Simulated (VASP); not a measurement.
A run of VASP 6.6.1 is set up as follows.

Contents of run.py:

```python
from ase.calculators.vasp import Vasp
from ase.eos import EquationOfState
from ase.io import Trajectory
from ase.io import read
from ase.units import GPa

atoms = read('Na4SrCaSi2.cif')
calc = Vasp(
    directory='calc',
    xc='pbesol',
    pp='PBE',
    setups='gw',
    prec='Accurate',
    encut=550,
    ediff=1e-07,
    ismear=0,
    sigma=0.01,
    lreal=False,
    lasph=True,
    nelm=100,
    algo='Normal',
    isif=2,
    lwave=False,
    lcharg=False,
    kpts=[5, 5, 4],
    gamma=True,
)
atoms.calc = calc
cell = atoms.cell.copy()
volumes, energies = [], []
traj = Trajectory('eos.traj', 'w')
for x in [0.94, 0.96, 0.98, 1.0, 1.02, 1.04, 1.06]:
    atoms.set_cell(cell * x ** (1 / 3), scale_atoms=True)
    volumes.append(atoms.get_volume())
    energies.append(atoms.get_potential_energy())
    traj.write(atoms)
    print(f'{x:5.2f} {volumes[-1]:12.5f} {energies[-1]:14.6f}')

v0, e0, B = EquationOfState(volumes, energies, eos='sj').fit()
print(f'V0 = {v0:.4f} A^3, E0 = {e0:.6f} eV, B = {B / GPa:.2f} GPa')
```

The input Na4SrCaSi2.cif:

```cif
data_Na4SrCaSi2
_cell_length_a 5.29914300
_cell_length_b 5.29914300
_cell_length_c 7.43170800
_cell_angle_alpha 90.00000000
_cell_angle_beta 90.00000000
_cell_angle_gamma 90.00000000
_space_group_name_H-M_alt 'P1'
_space_group_name_Hall 'P 1'
_space_group_IT_number 1
loop_
_space_group_symop_operation_xyz
'x,y,z'
loop_
_atom_site_label
_atom_site_type_symbol
_atom_site_symmetry_multiplicity
_atom_site_Wyckoff_symbol
_atom_site_fract_x
_atom_site_fract_y
_atom_site_fract_z
_atom_site_occupancy
Sr1 Sr 1 a 0.0000000000 0.0000000000 0.0000000000 1
Ca1 Ca 1 a 0.5000000000 0.5000000000 0.5000000000 1
Si1 Si 1 a 0.0000000000 0.5000000000 0.2576830000 1
Si2 Si 1 a 0.5000000000 0.0000000000 0.7423170000 1
Na1 Na 1 a 0.0000000000 0.0000000000 0.5000000000 1
Na2 Na 1 a 0.5000000000 0.5000000000 0.0000000000 1
Na3 Na 1 a 0.0000000000 0.5000000000 0.7431210000 1
Na4 Na 1 a 0.5000000000 0.0000000000 0.2568790000 1
```

Potentials or basis: VASP PAW PBE potentials, release 64 (Sr_sv_GW, Ca_sv_GW, Si_GW, Na_sv_GW).

The run is started by

```console
$ python run.py
```

(1) Estimate the equilibrium volume.

(2) What does it give for the bulk modulus at fixed shape and positions?

(3) Predict the pressure derivative of the bulk modulus.

Answers

(1) 25.29 Å³/atom.

(2) 28 GPa.

(3) 4.1 (rough: it moves with the points fitted).

Caveat: the cell was scaled at fixed shape and fractional positions, which overstates the stiffness of a crystal with free parameters, most of all of layers and chains; the PAW data sets were made with another functional, which shifts forces and pressure a little.
